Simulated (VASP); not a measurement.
# Be2Ru in VASP: further runs

Aim: see how the results for Be2Ru move with the level of theory and the settings. Levels: PBE+D3(BJ), PBE+D4, PBE+TS. Tasks: relaxation of the atoms.

Program: VASP 6.6.1. These are calculated values, not measurements. Logs are shortened: lines on timing, memory, paths and dates and some standing lists are left out, and cuts for length are marked.

**1. The sheet as given**

The cell holds a sheet with vacuum, 3 atoms: a = 2.601 Å, b = 2.601 Å, c = 30.884 Å, α = 90.00°, β = 90.00°, γ = 120.00°.

The cell was built by a generator and needn't be a form met in nature.

**2. Relaxation of the atoms, PBE+D3(BJ)**

File INCAR:

```
SYSTEM = Be2Ru
ALGO = Fast ; DIPOL = 0.5 0.5 0.275
EDIFF = 1E-6 ; EDIFFG = -0.02
ENCUT = 520 ; GGA = PE
IBRION = 2 ; IDIPOL = 3
ISIF = 2 ; ISMEAR = -1
IVDW = 12 ; LASPH = .TRUE.
LCHARG = .FALSE. ; LDIPOL = .TRUE.
LREAL = .FALSE. ; LWAVE = .FALSE.
NELM = 80 ; NSW = 60
PREC = Accurate ; SIGMA = 0.05
```

File KPOINTS:

```
k-points
0
G
  12 12 1
  0 0 0
```

File POSCAR:

```
Be2Ru
1.0
    2.6011000000      0.0000000000      0.0000000000
   -1.3005500000      2.2526200000      0.0000000000
    0.0000000000      0.0000000000     30.8837600000
Be Ru
2 1
Selective dynamics
Direct
    0.3333300000      0.6666700000      0.3344800000  F F F
    0.6666700000      0.3333300000      0.2159700000  T T T
    0.0000000000      0.0000000000      0.2752300000  T T T
```

Potentials or basis: VASP PAW PBE potentials, release 64 (Be, Ru_pv).

On the command line:

```sh
$ cat potpaw_PBE.64/Be/POTCAR potpaw_PBE.64/Ru_pv/POTCAR > POTCAR
$ mpirun -np 1 vasp_std > vasp.out
```

OUTCAR:

```text
SYSTEM = Be2Ru
   EDIFF = 1E-6
   EDIFFG = -0.02
   ENCUT = 520
   GGA = PE
   IBRION = 2
   ISIF = 2
   ISMEAR = -1
   IVDW = 12
   LASPH = .TRUE.
   LREAL = .FALSE.
   NELM = 80
   NSW = 60
   PREC = Accurate
 IVDW          = 12

 ion  position               nearest neighbor table
   1  0.333  0.667  0.334-   3 2.37   3 2.37   3 2.37
   2  0.667  0.333  0.216-   3 2.37   3 2.37   3 2.37
   3  0.000  0.000  0.275-   1 2.37   1 2.37   1 2.37   2 2.37   2 2.37   2 2.37

  LATTYP: Found a hexagonal cell.
 ALAT       =     2.6011000000
 C/A-ratio  =    11.8733458921

  Lattice vectors:

 A1 = (   2.6011000000,   0.0000000000,   0.0000000000)
 A2 = (  -1.3005500000,   2.2526200000,   0.0000000000)
 A3 = (   0.0000000000,   0.0000000000,  30.8837600000)

Analysis of symmetry for initial positions (statically):
=====================================================================
 Subroutine PRICEL returns:
 Original cell was already a primitive cell.

 Routine SETGRP: Setting up the symmetry group for a
 hexagonal supercell.

 Subroutine GETGRP returns: Found  2 space group operations
 (whereof  2 operations were pure point group operations)
 out of a pool of 24 trial point group operations.

The static configuration has the point symmetry C_1h.

Analysis of symmetry for dynamics (positions and initial velocities):
=====================================================================
 Subroutine PRICEL returns:
 Original cell was already a primitive cell.

 Routine SETGRP: Setting up the symmetry group for a
 hexagonal supercell.

 Subroutine GETGRP returns: Found  2 space group operations
 (whereof  2 operations were pure point group operations)
 out of a pool of 24 trial point group operations.

The dynamic configuration has the point symmetry C_1h.

Analysis of constrained symmetry for selective dynamics:
=====================================================================
 Subroutine PRICEL returns:
 Original cell was already a primitive cell.

 Routine SETGRP: Setting up the symmetry group for a
 hexagonal supercell.

 Subroutine GETGRP returns: Found  2 space group operations
 (whereof  2 operations were pure point group operations)
 out of a pool of 24 trial point group operations.

The constrained configuration has the point symmetry C_1h.

 Subroutine INISYM returns: Found  2 space group operations
 (whereof  2 operations are pure point group operations),
 and found     1 'primitive' translations

----------------------------------------------------------------------------------------

                                     Primitive cell

  volume of cell :     180.9569

  direct lattice vectors                    reciprocal lattice vectors
     2.601100000  0.000000000  0.000000000     0.384452732  0.221963758  0.000000000
    -1.300550000  2.252620000  0.000000000     0.000000000  0.443927516  0.000000000
     0.000000000  0.000000000 30.883760000     0.000000000  0.000000000  0.032379477

  length of vectors
     2.601100000  2.601101145 30.883760000     0.443927711  0.443927516  0.032379477

  position of ions in fractional coordinates (direct lattice)
     0.333330000  0.666670000  0.334480000
     0.666670000  0.333330000  0.215970000
     0.000000000  0.000000000  0.275230000

  ion indices of the primitive-cell ions
   primitive index   ion index
                 1           1
                 2           2
                 3           3

----------------------------------------------------------------------------------------

 KPOINTS: k-points

Automatic generation of k-mesh.
 Grid dimensions read from file:
 generate k-points for:   12   12    1

 Generating k-lattice:

  Cartesian coordinates                     Fractional coordinates (reciprocal lattice)
     0.032037728  0.018496980  0.000000000     0.083333333  0.000000000  0.000000000
     0.000000000  0.036993960  0.000000000     0.000000000  0.083333333  0.000000000
     0.000000000  0.000000000  0.032379477     0.000000000  0.000000000  1.000000000

  Length of vectors
     0.036993976  0.036993960  0.032379477

  Shift w.r.t. Gamma in fractional coordinates (k-lattice)
     0.000000000  0.000000000  0.000000000

 Subroutine IBZKPT returns following result:
 ===========================================

 Found     43 irreducible k-points:

 Following reciprocal coordinates:
            Coordinates               Weight
  0.000000  0.000000  0.000000      1.000000
  0.083333  0.000000  0.000000      4.000000
 -0.083333  0.083333  0.000000      2.000000
  0.166667 -0.000000  0.000000      4.000000
 -0.166667  0.166667  0.000000      2.000000
  0.250000 -0.000000  0.000000      4.000000
[... 16 lines left out ...]
 -0.083333  0.416667  0.000000      4.000000
 -0.416667  0.333333  0.000000      4.000000
 [... further k-points ...]
   k-points           NKPTS =     43   k-points in BZ     NKDIM =     43   number of bands    NBANDS=     13
   number of dos      NEDOS =    301   number of ions     NIONS =      3
   total plane-waves  NPLWV =  96000
   dimension x,y,z NGX =    20 NGY =   20 NGZ =  240
   dimension x,y,z NGXF=    40 NGYF=   40 NGZF=  480
   ions per type =               2   1
   NGX,Y,Z   is equivalent  to a cutoff of  12.78, 12.78, 12.92 a.u.
   NGXF,Y,Z  is equivalent  to a cutoff of  25.57, 25.57, 25.84 a.u.
 SYSTEM =  Be2Ru
   PREC   = accura    normal or accurate (medium, high low for compatibility)
   ISTART =      0    job   : 0-new  1-cont  2-samecut
   ICHARG =      2    charge: 1-file 2-atom 10-const
   ISPIN  =      1    spin polarized calculation?
   LNONCOLLINEAR =      F non collinear calculations
   LSORBIT =      F    spin-orbit coupling
   LASPH  =      T    aspherical Exc in radial PAW
   ENCUT  =  520.0 eV  38.22 Ry    6.18 a.u.   4.84  4.84 57.42*2*pi/ulx,y,z
   NELM   =     80;   NELMIN=  2; NELMDL= -5     # of ELM steps
   EDIFF  = 0.1E-05   stopping-criterion for ELM
   LREAL  =      F    real-space projection
   EDIFFG = -.2E-01   stopping-criterion for IOM
   NSW    =     60    number of steps for IOM
   IBRION =      2    ionic relax: 0-MD 1-quasi-New 2-CG
   NFREE  =      1    steps in history (QN), initial steepest desc. (CG)
   ISIF   =      2    stress and relaxation
   ISYM   =      2    0-nonsym 1-usesym 2-fastsym
   POTIM  = 0.5000    time-step for ionic-motion
   TEBEG  =    0.0;   TEEND  =   0.0 temperature during run
   PSTRESS=    0.0 pullay stress
   NELECT =      18.0000    total number of electrons
   NUPDOWN=      -1.0000    fix difference up-down
   EMIN   =  10.00;   EMAX   =-10.00  energy-range for DOS
   EFERMI =   0.00;   METHOD = LEGACY
   ISMEAR =    -1;   SIGMA  =   0.05  broadening in eV -4-tet -1-fermi 0-gaus
   EFERMI_NEDOS =   21; number of points for ismear=-14 and -15
   IALGO  =     68    algorithm
   IMIX   =      4    mixing-type and parameters
     AMIX     =   0.40;   BMIX     =  1.00
     AMIX_MAG =   1.60;   BMIX_MAG =  1.00
  volume/ion in A,a.u.               =      60.32       407.05
  Fermi-wavevector in a.u.,A,eV,Ry     =   0.758532  1.433418  7.828396  0.575371
  Thomas-Fermi vector in A             =   1.857124
   LORBIT       =      0    0 simple, 1 ext, 2 COOP (PROOUT), +10 PAW based schemes
   GGA     = PE    functional components
   LHFCALC =     F    Hartree Fock is set to
   AEXX    =    0.0000 exact exchange contribution
   IVDW    =    12    specifies the selected vdW correction
   LEPSILON=     F    determine dielectric tensor
   LRPA    =     F    only Hartree local field effects (RPA)
 conjugate gradient relaxation of ions
 non-spin polarized calculation
 RMM-DIIS sequential band-by-band and
  energy-cutoff  :      520.00
  volume of cell :      180.96
 maximum number of plane-waves:      4929
   NGX =  9   NGY =  9   NGZ =115

--------------------------------------- Ionic step        1  -------------------------------------------

 number of electron      18.0000000 magnetization

 Free energy of the ion-electron system (eV)
  ---------------------------------------------------
  ext. energy  EPLUGINS =         0.00000000
  ---------------------------------------------------
  free energy    TOTEN  =       -15.25714703 eV

  energy without entropy =      -15.24343232  energy(sigma->0) =      -15.25028967

------------------------ aborting loop because EDIFF is reached ----------------------------------------

 Edisp (eV)   -0.77701

 E8    (eV) :    -0.3306
[... 26 lines left out ...]
  FREE ENERGIE OF THE ION-ELECTRON SYSTEM (eV)
  ---------------------------------------------------
  free  energy   TOTEN  =       -16.0341550670 eV

  energy  without entropy=      -16.0204403577  energy(sigma->0) =      -16.02729771

 dipolmoment           0.000000      0.000000     -0.000008 electrons x Angstroem

--------------------------------------- Ionic step        2  -------------------------------------------

 number of electron      18.0000000 magnetization

------------------------ aborting loop because EDIFF is reached ----------------------------------------
[... 118 lines left out ...]
--------------------------------------- Ionic step        5  -------------------------------------------

 number of electron      17.9999998 magnetization

 dipolmoment           0.000000      0.000000      0.000122 electrons x Angstroem

 Free energy of the ion-electron system (eV)
  ---------------------------------------------------
  ext. energy  EPLUGINS =         0.00000000
  ---------------------------------------------------
  free energy    TOTEN  =       -15.25600453 eV

  energy without entropy =      -15.24218532  energy(sigma->0) =      -15.24909493

 E-fermi :  -2.3232     XC(G=0):  -2.7546

 val. band max:       -2.4527360184   @ k =   0.4167  -0.0000   0.0000
 cond. band min:      -2.2765287328   @ k =   0.2500  -0.0000   0.0000
 fundamental gap:      0.1762072857
 Fermi energy:        -2.3232327085

 k-point     1 :       0.0000    0.0000    0.0000
  band No.  band energies     occupation
      1     -44.8509      2.00000
      2     -44.3713      2.00000
      3     -44.3713      2.00000
      4     -10.3871      2.00000
      5      -8.0493      2.00000
      6      -7.3649      2.00000
      7      -4.3940      2.00000
      8      -4.3940      2.00000
      9      -3.5696      2.00000
     10      -2.4888      1.92964
     11      -1.7211      0.00001
     12      -1.7211      0.00001
     13       1.9641      0.00000
[... 354 lines left out ...]
  band No.  band energies     occupation
      1     -45.2941      2.00000
      2     -44.6978      2.00000
      3     -44.6333      2.00000
      4      -7.7568      2.00000
      5      -7.4735      2.00000
      6      -6.1951      2.00000
      7      -3.9127      2.00000
      8      -3.4172      2.00000
      9      -2.8215      1.99991
     10      -0.7492      0.00000
     11       0.1266      0.00000
     12       1.6049      0.00000
     13       2.6115      0.00000

 [... further k-points ...]

------------------------ aborting loop because EDIFF is reached ----------------------------------------

 vacuum level on the upper side and lower side of the slab       (xc-potential included)        -0.169        -0.187

 Edisp (eV)   -0.77890

 E8    (eV) :    -0.3314

  FORCE on cell =-STRESS in cart. coord.  units (eV):
  Direction    XX          YY          ZZ          XY          YZ          ZX
  --------------------------------------------------------------------------------------
  -------------------------------------------------------------------------------------
  Total      -0.69392    -0.69398    -0.01225    -0.00004    -0.00003     0.00005
  in kB      -6.14394    -6.14440    -0.10842    -0.00040    -0.00026     0.00044
  external pressure =       -4.13 kB  Pullay stress =        0.00 kB
[... 18 lines left out ...]
  FREE ENERGIE OF THE ION-ELECTRON SYSTEM (eV)
  ---------------------------------------------------
  free  energy   TOTEN  =       -16.0349057988 eV

  energy  without entropy=      -16.0210865917  energy(sigma->0) =      -16.02799620

 reached required accuracy - stopping structural energy minimisation

 vacuum level on the upper side and lower side of the slab         2.233         2.215
```

It took 3.2 min on 1 thread of AMD EPYC 9R14 (Zen 4), shared host; peak memory 0.35 GiB.

What came out:

- Free energy: -16.0349 eV
- Energy gained by relaxing: 0.3 meV/atom
- Ionic steps: 5
- Band gap on the k mesh: none (metal or under the smearing width)
- Dispersion energy per atom: -0.260 eV

The path:
```
step  energy change (eV)  largest force (eV/Å)  pressure (GPa)
   1              0.0000                0.0657           -0.58
   2             -0.0002                0.0635           -0.55
   3             -0.0004                0.0615           -0.50
   4             -0.0005                0.0463           -0.48
   5             -0.0008                0.0036           -0.41
```

Final structure:
```
CELL_PARAMETERS angstrom
2.60110 0.00000 0.00000
-1.30055 2.25262 0.00000
0.00000 0.00000 30.88376
ATOMIC_POSITIONS crystal
Be 0.33333 0.66667 0.33448
Be 0.66667 0.33333 0.21671
Ru 0.00000 0.00000 0.27558
```

Levels at points of the mesh, in eV from the Fermi level:
```
           k point  band 7  band 8  band 9  band 10  band 11  band 12
(0.00, 0.00, 0.00)   -2.07   -2.07   -1.25    -0.17     0.60     0.60
(0.50, 0.00, 0.00)   -1.53   -0.59    0.31     2.64     2.67     3.61
(0.50, 0.50, 0.00)   -1.53   -0.59    0.31     2.64     2.67     3.61
```

**3. Relaxation of the atoms, PBE+D4**

INCAR, as its differences from that of step 2:

```diff
@@ -6,3 +6,3 @@
 ISIF = 2 ; ISMEAR = -1
-IVDW = 12 ; LASPH = .TRUE.
+IVDW = 13 ; LASPH = .TRUE.
 LCHARG = .FALSE. ; LDIPOL = .TRUE.
```

KPOINTS is that of step 2.

POSCAR is that of step 2.

Potentials or basis: VASP PAW PBE potentials, release 64 (Be, Ru_pv).

On the command line:

```sh
$ cat potpaw_PBE.64/Be/POTCAR potpaw_PBE.64/Ru_pv/POTCAR > POTCAR
$ mpirun -np 1 vasp_std > vasp.out
```

Run time: 3.2 min. Hardware: 1 thread of AMD EPYC 9R14 (Zen 4), shared host; peak memory 0.35 GiB.

Results (log left out):

| Quantity | Value |
| --- | --- |
| Free energy | -15.8739 eV |
| Energy gained by relaxing | 0.1 meV/atom |
| Ionic steps | 5 |
| Band gap on the k mesh | none (metal or under the smearing width) |
| Dispersion energy per atom | -0.206 eV |

The path:
| step | energy change (eV) | largest force (eV/Å) | pressure (GPa) |
| --- | --- | --- | --- |
| 1 | 0.0000 | 0.0524 | -0.47 |
| 2 | -0.0001 | 0.0504 | -0.44 |
| 3 | -0.0002 | 0.0486 | -0.40 |
| 4 | -0.0003 | 0.0359 | -0.38 |
| 5 | -0.0004 | 0.0037 | -0.33 |

Final structure:
```
CELL_PARAMETERS angstrom
2.60110 0.00000 0.00000
-1.30055 2.25262 0.00000
0.00000 0.00000 30.88376
ATOMIC_POSITIONS crystal
Be 0.33333 0.66667 0.33448
Be 0.66667 0.33333 0.21655
Ru 0.00000 0.00000 0.27550
```

Levels at points of the mesh, in eV from the Fermi level:
```tsv
k point	band 6	band 7	band 8	band 9	band 10	band 11	band 12	band 13
(0.00, 0.00, 0.00)	-5.04	-2.07	-2.07	-1.25	-0.17	0.60	0.60	4.29
(0.50, 0.00, 0.00)	-2.99	-1.53	-0.59	0.31	2.64	2.66	3.60	3.89
(0.50, 0.50, 0.00)	-2.99	-1.53	-0.59	0.31	2.64	2.66	3.60	3.89
```

**4. Relaxation of the atoms, PBE+TS**

INCAR, as its differences from that of step 3:

```diff
@@ -6,3 +6,3 @@
 ISIF = 2 ; ISMEAR = -1
-IVDW = 13 ; LASPH = .TRUE.
+IVDW = 2 ; LASPH = .TRUE.
 LCHARG = .FALSE. ; LDIPOL = .TRUE.
```

KPOINTS is that of step 3.

POSCAR is that of step 3.

On the command line:

```sh
$ cat potpaw_PBE.64/Be/POTCAR potpaw_PBE.64/Ru_pv/POTCAR > POTCAR
$ mpirun -np 1 vasp_std > vasp.out
```

It took 98 s on 1 thread of AMD EPYC 9R14 (Zen 4), shared host; peak memory 0.33 GiB.

The run converged. Its results:

| Item | Value |
| --- | --- |
| Free energy | -16.2672 eV |
| Band gap on the k mesh | none (metal or under the smearing width) |
| Hirshfeld charges | Be -0.01; Ru +0.02 e |
| Dispersion energy per atom | -0.337 eV |

Final structure:
```yaml
crystal:
  lattice:
    - [2.60110, 0.00000, 0.00000]
    - [-1.30055, 2.25262, 0.00000]
    - [0.00000, 0.00000, 30.88376]
  atoms:
    - { symbol: Be, position: [0.33333, 0.66667, 0.33448] }
    - { symbol: Be, position: [0.66667, 0.33333, 0.21597] }
    - { symbol: Ru, position: [0.00000, 0.00000, 0.27523] }
```

Levels at points of the mesh, in eV from the Fermi level:
| k point | band 6 | band 7 | band 8 | band 9 | band 10 | band 11 | band 12 | band 13 |
| --- | --- | --- | --- | --- | --- | --- | --- | --- |
| (0.00, 0.00, 0.00) | -5.04 | -2.06 | -2.06 | -1.27 | -0.19 | 0.61 | 0.61 | 4.30 |
| (0.50, 0.00, 0.00) | -2.98 | -1.52 | -0.57 | 0.30 | 2.63 | 2.64 | 3.59 | 3.89 |
| (0.50, 0.50, 0.00) | -2.98 | -1.52 | -0.57 | 0.30 | 2.63 | 2.64 | 3.59 | 3.89 |

Caveat: the relaxation stopped at its first step, so nothing moved; atom-pairwise D2, TS and ULG terms overbind metals.

**5. Summary**

| level | gap on the mesh (eV) |
| --- | --- |
| PBE+D3(BJ) | none |
| PBE+D4 | none |
| PBE+TS | none |

Alike in all rows: task relaxation of the atoms; potentials or basis VASP PAW PBE potentials, release 64 (Be, Ru_pv); no spin polarisation; cell atoms relaxed; k mesh 12 × 12 × 1; cutoff (eV) 520; smearing fermi-dirac 0.05 eV.

Caveats: the relaxation stopped at its first step, so nothing moved (some runs); atom-pairwise D2, TS and ULG terms overbind metals (some runs).

Absolute energies hang on the potentials; compare differences alone.
